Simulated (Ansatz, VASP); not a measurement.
# Be2Al in two plane-wave programs

Aim: how closely do two programs agree when they are given the same cell, functional and k mesh? The cell is generated by rule, not measured, and may not be a known phase. The cell is taken from a series of runs on this material, whose earlier steps may have relaxed, scaled, displaced or heated it; both programs get it as it stands.

Method: plane waves, with VASP 6.6.1 beside it; zone-centre phonons at PBEsol, in Ansatz 0.2.0.

## Step 1: The structure

It takes space group P6/mmm (No. 191, hexagonal). The conventional cell has a = 3.693 Å, b = 3.693 Å, c = 2.766 Å, α = 90.00°, β = 90.00°, γ = 120.00°. Nearest to Be lie 3 Be at 2.13 Å and 6 Al at 2.54 Å. Al has 12 Be at 2.54 Å and 2 Al at 2.77 Å nearest. Farther neighbours are not listed.

Structure file:

```xyz
3
Lattice="3.6928 0.0000 0.0000 -1.8464 3.1980 0.0000 0.0000 0.0000 2.7663" Properties=species:S:1:pos:R:3 pbc="T T T"
Be    0.0000    2.1320    1.3831
Be    1.8464    1.0660    1.3831
Al    0.0000    0.0000    0.0000
```

## Step 2: VASP: zone-centre phonons, PBEsol, pair 1

Second derivatives magnify differences that forces hide, and they need a tight electronic threshold.

Lines of VASP's logs that name or quote its potential files are left out, and so is its time.

Input file INCAR:

```
SYSTEM = Be2Al
PREC = Accurate
ENCUT = 600
EDIFF = 1E-08
NELM = 120
ISMEAR = 1
SIGMA = 0.15
LREAL = .FALSE.
ALGO = Normal
GGA = PS
NBANDS = 9
LORBIT = 11
LWAVE = .FALSE.
LCHARG = .FALSE.
ISIF = 2
IBRION = 8
LASPH = .TRUE.
GGA_COMPAT = .FALSE.
KPAR = 2
```

Input file POSCAR:

```
Be2Al
1.0
    3.6927615084      0.0000000000      0.0000000000
   -1.8463807542      3.1980252764      0.0000000000
    0.0000000000      0.0000000000      2.7662793099
Be Al
2 1
Direct
    0.3333333333      0.6666666667      0.5000000000
    0.6666666667      0.3333333333      0.5000000000
    0.0000000000      0.0000000000      0.0000000000
```

Input file KPOINTS:

```
Automatic mesh
0
Gamma
12 12 14
0 0 0
```

Potentials, in the order of the species: Be and Al (PBE family, release 64).

Launch:

```bash
$ mpirun -np 2 vasp_std
```

Numbers of over 12 decimals in the logs are rounded to 6 here.

The program printed:

```text
[banner, memory and clock lines left out]
running    2 mpi-ranks, on    1 nodes
 distrk:  each k-point on    1 cores,    2 groups
 distr:  one band on    1 cores,    1 groups

 POSCAR found type information on POSCAR BeAl
 POSCAR found :  2 types and       3 ions
|                                                                             |
|               ----> ADVICE to this user running VASP <----                  |
|                                                                             |
|     You enforced a specific xc type in the INCAR file but a different       |
|     [... a line on the potential file left out ...]
|     I HOPE YOU KNOW WHAT YOU ARE DOING!                                     |
|                                                                             |

 LDA part: xc-table for (Slater+PW92), standard interpolation
 POSCAR, INCAR and KPOINTS ok, starting setup
 FFT: planning ... GRIDC
 FFT: planning ... GRID_SOFT
 FFT: planning ... GRID
 WAVECAR not read
 entering main loop
       N       E                     dE             d eps       ncg     rms          rms(c)
DAV:   1     0.965513561436E+00    0.96551E+00   -0.27029E+03  2744   0.616E+02
DAV:   2    -0.115054861865E+02   -0.12471E+02   -0.11918E+02  4122   0.863E+01
DAV:   3    -0.117412383240E+02   -0.23575E+00   -0.23303E+00  3627   0.992E+00
DAV:   4    -0.117430027761E+02   -0.17645E-02   -0.17640E-02  3677   0.983E-01
DAV:   5    -0.117430171403E+02   -0.14364E-04   -0.14364E-04  3756   0.642E-02    0.287E+00
DAV:   6    -0.114539444470E+02    0.28907E+00   -0.38505E-01  3166   0.275E+00    0.138E+00
DAV:   7    -0.113796010497E+02    0.74343E-01   -0.24724E-01  3493   0.217E+00    0.300E-01
DAV:   8    -0.113777332562E+02    0.18678E-02   -0.69469E-03  3078   0.542E-01    0.147E-01
DAV:   9    -0.113775721605E+02    0.16110E-03   -0.97993E-04  3288   0.146E-01    0.368E-02
DAV:  10    -0.113775219174E+02    0.50243E-04   -0.14419E-04  3153   0.615E-02    0.123E-02
DAV:  11    -0.113775216264E+02    0.29100E-06   -0.82774E-06  3759   0.163E-02    0.262E-03
DAV:  12    -0.113775214661E+02    0.16035E-06   -0.63629E-07  3141   0.415E-03    0.544E-04
DAV:  13    -0.113775214690E+02   -0.29684E-08   -0.19763E-08  2934   0.806E-04
   1 F= -.11377521E+02 E0= -.11377500E+02  d E =-.653449E-04
 Linear response reoptimize wavefunctions to high precision
DAV:   1    -0.113775214643E+02    0.47683E-08   -0.48293E-10  2656   0.183E-04
DAV:   2    -0.113775214642E+02    0.16485E-10   -0.29379E-11  1681   0.515E-05
 Linear response DOF=           4
 Linear response progress:
  Degree of freedom:   1/  4
       N       E                     dE             d eps       ncg     rms          rms(c)
RMM:   1    -0.119553691974E-01   -0.11955E-01    0.31261E-03 26179   0.529E-01
RMM:   2    -0.112697055043E-01    0.68566E-03   -0.23559E-04 17041   0.101E-01    0.875E-02
RMM:   3    -0.111161137950E-01    0.15359E-03   -0.23448E-04 17081   0.749E-02    0.398E-02
RMM:   4    -0.113009553234E-01   -0.18484E-03   -0.13831E-04 16989   0.576E-02    0.465E-03
RMM:   5    -0.113069688503E-01   -0.60135E-05   -0.11745E-06 17740   0.759E-03    0.424E-04
RMM:   6    -0.113089672645E-01   -0.19984E-05   -0.29271E-08 17565   0.103E-03    0.178E-04
RMM:   7    -0.113085574680E-01    0.40980E-06    0.40106E-09 18276   0.257E-04    0.691E-05
RMM:   8    -0.113089005975E-01   -0.34313E-06    0.42226E-09 18219   0.114E-04    0.196E-05
RMM:   9    -0.113087758076E-01    0.12479E-06    0.89783E-09 18803   0.583E-05    0.125E-06
RMM:  10    -0.113087805355E-01   -0.47280E-08    0.14750E-09 19395   0.338E-05    0.911E-07
 first order change of Fermi-energy  -0.75170E-05
 force on displaced ion       1 direction 1 :  -8.325   0.004   0.000
 Linear response progress:
  Degree of freedom:   2/  4
       N       E                     dE             d eps       ncg     rms          rms(c)
RMM:   1    -0.722831813269E-02   -0.72283E-02   -0.94785E-04  8418   0.348E-01
RMM:   2    -0.712571815446E-02    0.10260E-03   -0.59486E-05  6444   0.528E-02    0.599E-02
RMM:   3    -0.707938044557E-02    0.46338E-04   -0.58206E-05  6491   0.394E-02    0.303E-02
RMM:   4    -0.718310035361E-02   -0.10372E-03   -0.53699E-05  6436   0.373E-02    0.328E-03
RMM:   5    -0.718334391194E-02   -0.24356E-06   -0.39624E-07  6666   0.497E-03    0.384E-04
RMM:   6    -0.718367990779E-02   -0.33600E-06   -0.72251E-09  6660   0.638E-04    0.191E-04
RMM:   7    -0.718329811002E-02    0.38180E-06   -0.18552E-09  6803   0.167E-04    0.487E-05
RMM:   8    -0.718344845105E-02   -0.15034E-06   -0.10264E-09  6857   0.699E-05    0.311E-06
RMM:   9    -0.718344568462E-02    0.27664E-08    0.40413E-11  7109   0.292E-05    0.130E-06
 first order change of Fermi-energy  -0.16889E-03
 force on displaced ion       1 direction 3 :  -0.000  -0.000  -2.700
 Linear response progress:
  Degree of freedom:   3/  4
       N       E                     dE             d eps       ncg     rms          rms(c)
RMM:   1    -0.813424083229E-02   -0.81342E-02    0.17497E-02 14203   0.583E-01
RMM:   2    -0.737521116316E-02    0.75903E-03   -0.26267E-04  9688   0.120E-01    0.519E-02
RMM:   3    -0.736650671331E-02    0.87044E-05   -0.80938E-05  9808   0.465E-02    0.259E-02
RMM:   4    -0.745501227464E-02   -0.88506E-04   -0.43715E-05  9821   0.320E-02    0.561E-03
RMM:   5    -0.745263292860E-02    0.23793E-05   -0.44042E-07 10132   0.541E-03    0.456E-04
RMM:   6    -0.745177110004E-02    0.86183E-06   -0.14479E-08 10216   0.738E-04    0.336E-04
RMM:   7    -0.745173297598E-02    0.38124E-07    0.36490E-09 10419   0.158E-04    0.524E-05
RMM:   8    -0.745186447212E-02   -0.13150E-06    0.56364E-09 10614   0.552E-05    0.948E-06
RMM:   9    -0.745187244894E-02   -0.79768E-08   -0.32714E-09 11121   0.278E-05    0.112E-06
 first order change of Fermi-energy  -0.59593E-04
 force on displaced ion       3 direction 1 :  -6.522   0.000   0.000
 Linear response progress:
  Degree of freedom:   4/  4
       N       E                     dE             d eps       ncg     rms          rms(c)
RMM:   1    -0.443476770600E-02   -0.44348E-02   -0.10154E-03  5647   0.392E-01
RMM:   2    -0.426272209674E-02    0.17205E-03   -0.89064E-05  4291   0.751E-02    0.423E-02
RMM:   3    -0.425522760168E-02    0.74945E-05   -0.25184E-05  4290   0.288E-02    0.229E-02
RMM:   4    -0.430424647530E-02   -0.49019E-04   -0.18877E-05  4279   0.231E-02    0.402E-03
RMM:   5    -0.430089272893E-02    0.33537E-05   -0.14595E-07  4437   0.372E-03    0.427E-04
RMM:   6    -0.429970213173E-02    0.11906E-05    0.19168E-09  4392   0.510E-04    0.240E-04
RMM:   7    -0.429973992669E-02   -0.37795E-07    0.10643E-09  4505   0.942E-05    0.334E-05
RMM:   8    -0.429975324034E-02   -0.13314E-07   -0.21352E-10  4579   0.281E-05    0.625E-06
RMM:   9    -0.429976323995E-02   -0.99996E-08   -0.19431E-09  4569   0.155E-05    0.127E-06
 first order change of Fermi-energy   0.15601E-03
 force on displaced ion       3 direction 3 :  -0.000  -0.000  -3.109
 Linear response finished
```

Parts of OUTCAR (step 2):

```text
ion  position               nearest neighbor table
   1  0.333  0.667  0.500-   2 2.13   2 2.13   2 2.13   3 2.54   3 2.54   3 2.54   3 2.54   3 2.54
                             3 2.54
   2  0.667  0.333  0.500-   1 2.13   1 2.13   1 2.13   3 2.54   3 2.54   3 2.54   3 2.54   3 2.54
                             3 2.54
   3  0.000  0.000  0.000-   1 2.54   2 2.54   1 2.54   2 2.54   2 2.54   2 2.54   1 2.54   1 2.54
                             2 2.54   2 2.54   1 2.54   1 2.54

  LATTYP: Found a hexagonal cell.
 ALAT       =     3.6927615084
 C/A-ratio  =     0.7491085746

 Subroutine GETGRP returns: Found 24 space group operations
 (whereof 24 operations were pure point group operations)

The static configuration has the point symmetry D_6h.

 Found    152 irreducible k-points:

   k-points           NKPTS =    152   k-points in BZ     NKDIM =    152   number of bands    NBANDS=      9

   dimension x,y,z NGX =    30 NGY =   30 NGZ =   24
   dimension x,y,z NGXF=    60 NGYF=   60 NGZF=   48

   ENCUT  =  600.0 eV  44.10 Ry    6.64 a.u.   7.38  7.38  5.52*2*pi/ulx,y,z

   NELECT =       7.0000    total number of electrons

 k-points in reciprocal lattice and weights: Automatic mesh
   0.00000000  0.00000000  0.00000000       0.000
   0.08333333  0.00000000  0.00000000       0.003
   0.16666667  0.00000000  0.00000000       0.003
   0.25000000  0.00000000  0.00000000       0.003
   0.33333333 -0.00000000  0.00000000       0.003
   0.41666667 -0.00000000  0.00000000       0.003
   0.50000000  0.00000000  0.00000000       0.001
   0.08333333  0.08333333  0.00000000       0.003
   0.16666667  0.08333333  0.00000000       0.006
[...]
0.33333333  0.25000000  0.50000000       0.006
   0.33333333  0.33333333  0.50000000       0.001

 average (electrostatic) potential at core
       1 -32.3754       2 -32.3754       3 -72.9684

  Total        0.0475547      0.0475547      0.0248285      0.0000000     -0.0000000      0.0000000
  in kB        2.3322503      2.3322503      1.2176779      0.0000000     -0.0000000      0.0000000
  external PRESSURE =       1.9607262 kB  Pullay stress =       0.0000000 kB

  energy-cutoff  :      600.00
  volume of cell :       32.67
      direct lattice vectors                 reciprocal lattice vectors
     3.692761508  0.000000000  0.000000000     0.270800050  0.156346482  0.000000000
    -1.846380754  3.198025276  0.000000000     0.000000000  0.312692963  0.000000000
     0.000000000  0.000000000  2.766279310     0.000000000  0.000000000  0.361496396

 POSITION                                       TOTAL-FORCE (eV/Angst)
 -----------------------------------------------------------------------------------
     -0.00000      2.13202      1.38314        -0.000000     -0.000000      0.000000
      1.84638      1.06601      1.38314         0.000000      0.000000      0.000000
      0.00000      0.00000      0.00000         0.000000      0.000000      0.000000
 -----------------------------------------------------------------------------------
    total drift:                                0.000000     -0.000000     -0.000000

 Eigenvectors and eigenvalues of the dynamical matrix
 ----------------------------------------------------

   1 f  =   19.050372 THz   119.697016 2PiTHz  635.452002 cm-1    78.785972 meV
             X         Y         Z           dx          dy          dz
     -0.000000  2.132017  1.383140     0.000000    0.707107   -0.000000
      1.846381  1.066008  1.383140     0.000000   -0.707107    0.000000
      0.000000  0.000000  0.000000     0.000000   -0.000000    0.000000

   2 f  =   19.050372 THz   119.697016 2PiTHz  635.452002 cm-1    78.785972 meV
             X         Y         Z           dx          dy          dz
     -0.000000  2.132017  1.383140     0.707107    0.000000    0.000000
      1.846381  1.066008  1.383140    -0.707107   -0.000000   -0.000000
      0.000000  0.000000  0.000000     0.000000   -0.000000    0.000000

   3 f  =   12.151365 THz    76.349276 2PiTHz  405.325898 cm-1    50.253984 meV
             X         Y         Z           dx          dy          dz
     -0.000000  2.132017  1.383140     0.000002    0.547681   -0.000000
      1.846381  1.066008  1.383140     0.000002    0.547681   -0.000000
      0.000000  0.000000  0.000000    -0.000003   -0.632527    0.000000

   4 f  =   12.151365 THz    76.349276 2PiTHz  405.325898 cm-1    50.253984 meV
             X         Y         Z           dx          dy          dz
     -0.000000  2.132017  1.383140     0.547681   -0.000002   -0.000000
      1.846381  1.066008  1.383140     0.547681   -0.000002    0.000000
      0.000000  0.000000  0.000000    -0.632527    0.000003   -0.000000

   5 f  =   10.205047 THz    64.120199 2PiTHz  340.403713 cm-1    42.204662 meV
             X         Y         Z           dx          dy          dz
     -0.000000  2.132017  1.383140     0.000000    0.000000    0.707107
      1.846381  1.066008  1.383140     0.000000   -0.000000   -0.707107
      0.000000  0.000000  0.000000    -0.000000   -0.000000    0.000000

   6 f  =    8.394842 THz    52.746350 2PiTHz  280.021800 cm-1    34.718263 meV
             X         Y         Z           dx          dy          dz
     -0.000000  2.132017  1.383140     0.000000    0.000000    0.547878
      1.846381  1.066008  1.383140     0.000000    0.000000    0.547878
      0.000000  0.000000  0.000000     0.000000    0.000000   -0.632187

   7 f/i=    0.005265 THz     0.033078 2PiTHz    0.175608 cm-1     0.021773 meV
             X         Y         Z           dx          dy          dz
     -0.000000  2.132017  1.383140     0.446452   -0.026941   -0.000000
      1.846381  1.066008  1.383140     0.446452   -0.026941   -0.000000
      0.000000  0.000000  0.000000     0.773132   -0.046655   -0.000000

   8 f/i=    0.005265 THz     0.033078 2PiTHz    0.175608 cm-1     0.021773 meV
             X         Y         Z           dx          dy          dz
     -0.000000  2.132017  1.383140     0.026941    0.446452    0.000000
      1.846381  1.066008  1.383140     0.026941    0.446452    0.000000
      0.000000  0.000000  0.000000     0.046655    0.773132    0.000000

   9 f/i=    0.007328 THz     0.046046 2PiTHz    0.244452 cm-1     0.030308 meV
             X         Y         Z           dx          dy          dz
     -0.000000  2.132017  1.383140    -0.000000   -0.000000    0.447024
      1.846381  1.066008  1.383140    -0.000000   -0.000000    0.447024
      0.000000  0.000000  0.000000    -0.000000   -0.000000    0.774816

 ELASTIC MODULI CONTR FROM IONIC RELAXATION (kBar)
 Direction    XX          YY          ZZ          XY          YZ          ZX
 --------------------------------------------------------------------------------
 XX         -34.5457     34.5457      0.0000      0.0000      0.0000      0.0000
 YY          34.5457    -34.5457      0.0000     -0.0000     -0.0000      0.0000
 ZZ           0.0000      0.0000      0.0000      0.0000      0.0000      0.0000
 XY           0.0000     -0.0000      0.0000    -34.5457      0.0000      0.0000
 YZ           0.0000     -0.0000      0.0000      0.0000     -0.0000      0.0000
 ZX           0.0000      0.0000      0.0000      0.0000      0.0000      0.0000
 --------------------------------------------------------------------------------
```

(Continued in part 2 of 2.)

[Lines on the potential files, build, host, timing and source positions are cut from VASP's logs without a mark.]

[Logs are printed without paths, hosts, clocks, repeated set-up lines and the standing remarks that a program may print on its own settings, such as how far it seeks lower states.]

[Hosts, paths, dates, database ids (printed as entryN), source tags and the programs' standing remarks are cut or masked in the printed files.]
